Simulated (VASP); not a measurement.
# TiTe2: structure and properties in VASP

What structure does TiTe2 take at this level, and what are its properties? The steps: relaxing cell and atoms (MS2), second relaxation, single point with fields (MS2), bands along the symmetry lines (MS2), density of states (MS2), elastic tensor by finite strains (MS2), volume scan with MS2, fit for MS2, field gradients at the nuclei (MS2), zone-centre phonons (MS2) and bands along the symmetry lines (MS2), changed input. The start is a cell from a database of measured crystal structures.

Main program and level: VASP 6.6.1; MS2, no spin polarisation; plane waves and PAW (Te, Ti_sv).

## (1) Set-up

Before any relaxation, the start is as follows. Symmetry: P-3m1, No. 164, trigonal system. Conventional cell: a = 3.777 Å, b = 3.777 Å, c = 6.498 Å, α = 90.00°, β = 90.00°, γ = 120.00°. Te has 3 Ti at 2.77 Å nearest. Nearest to Ti lie 6 Te at 2.77 Å. Farther neighbours and most contacts between anions are not listed.

## (2) Relaxing cell and atoms (MS2)

Properties are meant for the cell that this level of theory prefers, so cell and atoms are relaxed first (ISIF = 3) until forces and stress are small; EDIFFG sets the threshold.

INCAR

```
SYSTEM = TiTe2
PREC = Accurate
ENCUT = 400
EDIFF = 1E-06
NELM = 100
ISMEAR = 0
SIGMA = 0.05
LREAL = .FALSE.
ALGO = Normal
METAGGA = MS2
LASPH = .TRUE.
LORBIT = 11
LWAVE = .FALSE.
LCHARG = .FALSE.
IBRION = 2
NSW = 60
ISIF = 3
EDIFFG = -0.01
```

POSCAR

```
TiTe2
1.0
    3.7770000000      0.0000000000      0.0000000000
   -1.8885000000      3.2709779501      0.0000000000
    0.0000000000      0.0000000000      6.4980000000
Te Ti
2 1
Direct
    0.3333333333      0.6666666667      0.7372000000
    0.6666666667      0.3333333333      0.2628000000
    0.0000000000      0.0000000000      0.0000000000
```

KPOINTS

```
Automatic mesh
0
Gamma
7 7 4
0 0 0
```

PAW data sets: Te and Ti_sv (PBE family, release 64).

The run is started by

```bash
$ mpirun -np 1 vasp_std
```

Log:

```text
[banner, memory and clock lines left out]
running    1 mpi-ranks, on    1 nodes
 distrk:  each k-point on    1 cores,    1 groups
 distr:  one band on    1 cores,    1 groups

 POSCAR found type information on POSCAR TeTi
 POSCAR found :  2 types and       3 ions
|                                                                             |
|               ----> ADVICE to this user running VASP <----                  |
|                                                                             |
|     You enforced a specific xc type in the INCAR file but a different       |
|     [... a line on the potential file left out ...]
|     I HOPE YOU KNOW WHAT YOU ARE DOING!                                     |
|                                                                             |

 LDA part: xc-table for (None), standard interpolation
 POSCAR, INCAR and KPOINTS ok, starting setup
 FFT: planning ... GRIDC
 FFT: planning ... GRID_SOFT
 FFT: planning ... GRID
 WAVECAR not read
 entering main loop
       N       E                     dE             d eps       ncg     rms          rms(c)
DAV:   1     0.135675762236E+03    0.13568E+03   -0.89331E+03   896   0.108E+03
DAV:   2    -0.158338080931E+02   -0.15151E+03   -0.14984E+03   984   0.298E+02
DAV:   3    -0.290557371453E+02   -0.13222E+02   -0.12970E+02  1488   0.808E+01
DAV:   4    -0.293335382298E+02   -0.27780E+00   -0.27739E+00  1056   0.126E+01
DAV:   5    -0.293469637154E+02   -0.13425E-01   -0.13423E-01  1496   0.241E+00    0.159E+01
DAV:   6    -0.140150134198E+02    0.15332E+02   -0.55969E+01  1256   0.570E+01    0.112E+01
DAV:   7    -0.132777165674E+02    0.73730E+00   -0.38255E+01  1160   0.304E+01    0.679E+00
DAV:   8    -0.127566949967E+02    0.52102E+00   -0.73666E+00  1224   0.168E+01    0.445E+00
DAV:   9    -0.126055865575E+02    0.15111E+00   -0.23951E+00  1056   0.172E+01    0.853E-01
DAV:  10    -0.125528649374E+02    0.52722E-01   -0.37140E-01   992   0.692E+00    0.881E-01
DAV:  11    -0.125533296543E+02   -0.46472E-03   -0.41989E-02  1072   0.229E+00    0.487E-01
DAV:  12    -0.125564777728E+02   -0.31481E-02   -0.40157E-03  1288   0.599E-01    0.463E-01
DAV:  13    -0.125622032953E+02   -0.57255E-02   -0.13036E-02  1432   0.741E-01    0.249E-01
DAV:  14    -0.125622221358E+02   -0.18841E-04   -0.39071E-03  1208   0.582E-01    0.173E-01
DAV:  15    -0.125622941295E+02   -0.71994E-04   -0.15811E-03  1144   0.407E-01    0.188E-01
DAV:  16    -0.125630356305E+02   -0.74150E-03   -0.48463E-04  1384   0.147E-01    0.134E-01
DAV:  17    -0.125632238495E+02   -0.18822E-03   -0.16349E-05   992   0.348E-02    0.125E-01
DAV:  18    -0.125638313304E+02   -0.60748E-03   -0.94384E-04  1432   0.223E-01    0.927E-02
DAV:  19    -0.125640278984E+02   -0.19657E-03   -0.56898E-05  1104   0.809E-02    0.564E-02
DAV:  20    -0.125641189843E+02   -0.91086E-04   -0.69376E-05  1344   0.674E-02    0.551E-02
DAV:  21    -0.125643413114E+02   -0.22233E-03   -0.27673E-04  1488   0.109E-01    0.336E-02
DAV:  22    -0.125644321113E+02   -0.90800E-04   -0.22647E-05  1120   0.366E-02    0.109E-02
DAV:  23    -0.125644728964E+02   -0.40785E-04   -0.42306E-05  1448   0.409E-02    0.756E-03
DAV:  24    -0.125644799848E+02   -0.70884E-05   -0.84203E-06  1160   0.260E-02    0.991E-04
DAV:  25    -0.125644771634E+02    0.28214E-05   -0.18776E-06   712   0.141E-02    0.374E-03
DAV:  26    -0.125644814599E+02   -0.42965E-05   -0.28454E-07   496   0.451E-03    0.222E-03
DAV:  27    -0.125644830554E+02   -0.15956E-05   -0.18216E-07   488   0.314E-03    0.181E-03
DAV:  28    -0.125644856904E+02   -0.26350E-05   -0.25982E-07   480   0.380E-03    0.116E-03
DAV:  29    -0.125644875602E+02   -0.18698E-05   -0.20836E-07   480   0.334E-03    0.751E-04
DAV:  30    -0.125644882709E+02   -0.71073E-06   -0.11161E-07   456   0.238E-03
   1 F= -.12564488E+02 E0= -.12563685E+02  d E =-.125645E+02
 curvature:   0.00 expect dE= 0.000E+00 dE for cont linesearch  0.000E+00
 trial: gam= 0.00000 g(F)=  0.204E-02 g(S)=  0.172E-01 ort = 0.000E+00 (trialstep = 0.100E+01)
 search vector abs. value=  0.192E-01
 bond charge predicted
       N       E                     dE             d eps       ncg     rms          rms(c)
DAV:   1    -0.127580232338E+02   -0.19354E+00   -0.43076E+00   920   0.270E+01    0.359E+00
DAV:   2    -0.126948338515E+02    0.63189E-01   -0.30115E+00  1104   0.160E+01    0.216E+00
DAV:   3    -0.125786649654E+02    0.11617E+00   -0.14752E+00  1216   0.576E+00    0.138E+00
DAV:   4    -0.125782245417E+02    0.44042E-03   -0.27280E-01  1112   0.307E+00    0.414E-01
DAV:   5    -0.125665690370E+02    0.11656E-01   -0.79656E-02   944   0.334E+00    0.290E-01
DAV:   6    -0.125659417616E+02    0.62728E-03   -0.13988E-02  1024   0.134E+00    0.193E-01
DAV:   7    -0.125662352768E+02   -0.29352E-03   -0.21426E-03  1000   0.450E-01    0.145E-01
DAV:   8    -0.125666761380E+02   -0.44086E-03   -0.14981E-03  1408   0.347E-01    0.314E-02
DAV:   9    -0.125666688303E+02    0.73078E-05   -0.35694E-04   896   0.240E-01    0.479E-02
DAV:  10    -0.125667115926E+02   -0.42762E-04   -0.78837E-05   992   0.992E-02    0.208E-02
DAV:  11    -0.125667383284E+02   -0.26736E-04   -0.21594E-05  1328   0.306E-02    0.124E-02
DAV:  12    -0.125667483648E+02   -0.10036E-04   -0.14611E-06   592   0.899E-03    0.561E-03
DAV:  13    -0.125667445013E+02    0.38635E-05   -0.10775E-06   448   0.143E-02    0.433E-03
DAV:  14    -0.125667508818E+02   -0.63805E-05   -0.13432E-06   608   0.112E-02    0.277E-03
DAV:  15    -0.125667505510E+02    0.33085E-06   -0.36907E-07   448   0.770E-03
   2 F= -.12566751E+02 E0= -.12566036E+02  d E =-.226228E-02
[...]
3 F= -.12570158E+02 E0= -.12569394E+02  d E =-.567013E-02
[...]
4 F= -.12570150E+02 E0= -.12569384E+02  d E =-.566154E-02
[...]
5 F= -.12570306E+02 E0= -.12569538E+02  d E =-.156537E-03
[...]
6 F= -.12570380E+02 E0= -.12569610E+02  d E =-.230636E-03
[...]
7 F= -.12570421E+02 E0= -.12569651E+02  d E =-.401583E-04
 ZBRENT: can't locate minimum, use default step
 trial-energy change:   -0.000040  1 .order   -0.000041   -0.000044   -0.000038
 step:   4.5653(harm=  9.1025)  dis= 0.00374  next Energy=   -12.570556 (dE=-0.175E-03)
 bond charge predicted
       N       E                     dE             d eps       ncg     rms          rms(c)
DAV:   1    -0.125712908622E+02   -0.87069E-03   -0.39254E-02   904   0.224E+00    0.252E-01
DAV:   2    -0.125712794906E+02    0.11372E-04   -0.18706E-02  1088   0.116E+00    0.197E-01
DAV:   3    -0.125706355076E+02    0.64398E-03   -0.75361E-03  1048   0.412E-01    0.896E-02
DAV:   4    -0.125705469433E+02    0.88564E-04   -0.15247E-03  1160   0.245E-01    0.523E-02
DAV:   5    -0.125705116690E+02    0.35274E-04   -0.43950E-04  1024   0.224E-01    0.233E-02
DAV:   6    -0.125704947043E+02    0.16965E-04   -0.11161E-04  1040   0.112E-01    0.131E-02
DAV:   7    -0.125704975514E+02   -0.28471E-05   -0.15117E-05  1176   0.433E-02    0.710E-03
DAV:   8    -0.125705018040E+02   -0.42526E-05   -0.22528E-06   872   0.160E-02    0.247E-03
DAV:   9    -0.125705032606E+02   -0.14566E-05   -0.41187E-07   448   0.608E-03    0.119E-03
DAV:  10    -0.125705043416E+02   -0.10810E-05   -0.12081E-07   448   0.369E-03    0.802E-04
DAV:  11    -0.125705050879E+02   -0.74638E-06   -0.66381E-08   448   0.201E-03
   8 F= -.12570505E+02 E0= -.12569738E+02  d E =-.124642E-03
 curvature:  -3.50 expect dE=-0.280E-04 dE for cont linesearch -0.263E-04
 trial: gam=-0.24523 g(F)=  0.381E-05 g(S)=  0.417E-05 ort = 0.181E-04 (trialstep = 0.183E+01)
 search vector abs. value=  0.173E-05
 reached required accuracy - stopping structural energy minimisation
```

Run time: 13 min. Hardware: 1 MPI rank of Intel Xeon Platinum 8488C (Sapphire Rapids), shared host; peak memory 0.2 GiB.

The logs omit lines about the potential files and the build; timing stands in the text.

From OUTCAR (step 2):

```text
ion  position               nearest neighbor table
   1  0.333  0.667  0.737-   3 2.77   3 2.77   3 2.77
   2  0.667  0.333  0.263-   3 2.77   3 2.77   3 2.77
   3  0.000  0.000  0.000-   1 2.77   2 2.77   2 2.77   1 2.77   2 2.77   1 2.77

  LATTYP: Found a hexagonal cell.
 ALAT       =     3.7770000000
 C/A-ratio  =     1.7204130262

 Subroutine GETGRP returns: Found 12 space group operations
 (whereof 12 operations were pure point group operations)

The static configuration has the point symmetry D_3d.

 Found     28 irreducible k-points:

   k-points           NKPTS =     28   k-points in BZ     NKDIM =     28   number of bands    NBANDS=     16

   dimension x,y,z NGX =    28 NGY =   28 NGZ =   42
   dimension x,y,z NGXF=    56 NGYF=   56 NGZF=   84

   ENCUT  =  400.0 eV  29.40 Ry    5.42 a.u.   6.16  6.16 10.60*2*pi/ulx,y,z

   NELECT =      24.0000    total number of electrons

 k-points in reciprocal lattice and weights: Automatic mesh
   0.00000000  0.00000000  0.00000000       0.005
   0.14285714  0.00000000  0.00000000       0.031
   0.28571429  0.00000000  0.00000000       0.031
   0.42857143  0.00000000  0.00000000       0.031
   0.14285714  0.14285714  0.00000000       0.031
   0.28571429  0.14285714  0.00000000       0.061
   0.42857143  0.14285714  0.00000000       0.031
   0.28571429  0.28571429  0.00000000       0.031
   0.00000000  0.00000000  0.25000000       0.010
[...]
0.42857143  0.14285714  0.50000000       0.031
   0.28571429  0.28571429  0.50000000       0.031

 average (electrostatic) potential at core
       1 -89.3348       2 -89.3348       3 -78.0718

 E-fermi :   7.1048

 k-point     1 :       0.0000    0.0000    0.0000
  band No.  band energies     occupation
    ...
      5      -5.5978      2.00000
      6      -3.9641      2.00000
      7       1.5414      2.00000
      8       5.2412      2.00000
      9       5.2413      2.00000
     10       7.5491      0.00000
     11       7.5492      0.00000
     12       7.5610      0.00000
     13       7.5979      0.00000
     14       8.1360      0.00000
    ...

 k-point     2 :       0.1429    0.0000    0.0000
  band No.  band energies     occupation
    ...
      7       1.8245      2.00000
      8       4.6975      2.00000
      9       5.2632      2.00000
     10       6.1195      2.00000
     11       6.9103      2.00000
     12       7.3127      0.00000
     13       7.4776      0.00000
     14       8.2442      0.00000
     15       8.4570      0.00000
     16       9.8675      0.00000

 k-point     3 :       0.2857    0.0000    0.0000
  band No.  band energies     occupation
    ...
      8       3.4486      2.00000
      9       4.1615      2.00000
     10       5.2568      2.00000
     11       6.1021      2.00000
     12       6.2038      2.00000
     13       7.2904      0.00000
     14       8.4517      0.00000
     15       8.5398      0.00000
     16      10.0762      0.00000

  Total        0.0041347      0.0041347     -0.0150078      0.0000000      0.0000000     -0.0000000
  in kB        0.0842419      0.0842419     -0.3057762      0.0000000      0.0000000     -0.0000000
  external PRESSURE =      -0.0457641 kB  Pullay stress =       0.0000000 kB

  energy-cutoff  :      400.00
  volume of cell :       78.64
      direct lattice vectors                 reciprocal lattice vectors
     3.750682285 -0.000000000 -0.000000000     0.266618157  0.153932065 -0.000000000
    -1.875341143  3.248186140 -0.000000000     0.000000000  0.307864130 -0.000000000
    -0.000000000  0.000000000  6.454655858     0.000000000  0.000000000  0.154926927

 POSITION                                       TOTAL-FORCE (eV/Angst)
 -----------------------------------------------------------------------------------
     -0.00000      2.16546      4.75490        -0.000000     -0.000000     -0.006287
      1.87534      1.08273      1.69976         0.000000      0.000000      0.006287
     -0.00000      0.00000      0.00000         0.000000      0.000000      0.000000
 -----------------------------------------------------------------------------------
    total drift:                                0.000000      0.000000     -0.000000

  FREE ENERGIE OF THE ION-ELECTRON SYSTEM (eV)
  ---------------------------------------------------
  free  energy   TOTEN  =       -12.5705050879 eV

  energy  without entropy=      -12.5689712799  energy(sigma->0) =      -12.56973818

 reached required accuracy - stopping structural energy minimisation

 total charge
# of ion       s       p       d       tot
------------------------------------------
    1        1.394   2.033   0.042   3.470
    2        1.394   2.033   0.042   3.470
    3        2.169   6.138   1.824  10.131
--------------------------------------------------
tot          4.958  10.204   1.909  17.071

[... 3 further parts left out ...]
```

CONTCAR:

```
TiTe2
   1.00000000000000
     3.7506822851774100   -0.0000000000000000   -0.0000000000000000
    -1.8753411425887050    3.2481861404939538   -0.0000000000000000
    -0.0000000000000000    0.0000000000000000    6.4546558575550819
  Te              Ti
     2     1
Direct
     0.3333333332999970    0.6666666667000030    0.7366621683358265
     0.6666666667000030    0.3333333332999970    0.2633378316641736
     0.0000000000000000    0.0000000000000000    0.0000000000000000
```

This run has no spin polarisation, although Ti can carry a moment. The k-mesh is coarse for a metal. The bonds form layers, held to each other by dispersion, which MS2 lacks, so the spacing between them is unreliable. The PAW data sets were made with PBE, which is usual practice but a small mismatch for other functionals. The run keeps the 12 symmetry operations of its start, so it cannot find a distortion of lower symmetry.

Relaxation path:

```
step  energy less that of the first step (eV)  largest force (eV/Å)  pressure (GPa)  volume (Å³)
   1                                   0.0000                0.1453           -1.19        80.28
   2                                  -0.0023                0.1938            0.96        77.99
   3                                  -0.0057                0.0449            0.01        78.96
   4                                  -0.0057                0.0375           -0.04        79.01
   5                                  -0.0058                0.0266           -0.02        78.92
   6                                  -0.0059                0.0120           -0.01        78.80
   7                                  -0.0059                0.0106           -0.01        78.76
   8                                  -0.0060                0.0063            0.00        78.64
```

```
conventional cell, symmetrised  before  after  change
                         a (Å)   3.777  3.751  -0.7 %
                         b (Å)   3.777  3.751  -0.7 %
                         c (Å)   6.498  6.455  -0.7 %
              volume (Å³/atom)   26.76  26.21  -2.0 %
```

Final coordinates:

```xyz
3
Lattice="3.7507 0.0000 0.0000 -1.8753 3.2482 0.0000 0.0000 0.0000 6.4547" Properties=species:S:1:pos:R:3 pbc="T T T"
Te    0.0000    2.1655    4.7549
Te    1.8753    1.0827    1.6998
Ti    0.0000    0.0000    0.0000
```

This step gave:

```
electrons                       : 24
bands                           : 16
irreducible k-points            : 28
symmetry operations             : 12
free energy (TOTEN)             : -12.57 eV
energy at zero smearing         : -12.57 eV
Fermi energy                    : 7.105 eV
pressure                        : -0.004576 GPa
metallic                        : yes
SCF cycles over all ionic steps : 109
```

It ends with a largest force of 0.006 eV/Å and a pressure of 0.00 GPa. The volume lies -2.0 % from that of the database's start, which holds the thermal and zero-point expansion of its experiment.

[end of part 1 of 6]

[Lines on the potential files, build, host, timing and source positions are cut from VASP's logs without a mark.]

[Logs are printed without paths, hosts, clocks, repeated set-up lines and the standing remarks that a program may print on its own settings, such as how far it seeks lower states.]

[Hosts, paths, dates, database ids (printed as entryN), source tags and the programs' standing remarks are cut or masked in the printed files.]

[A measured line is paired with the nearest computed mode of its activity, which favours agreement.]
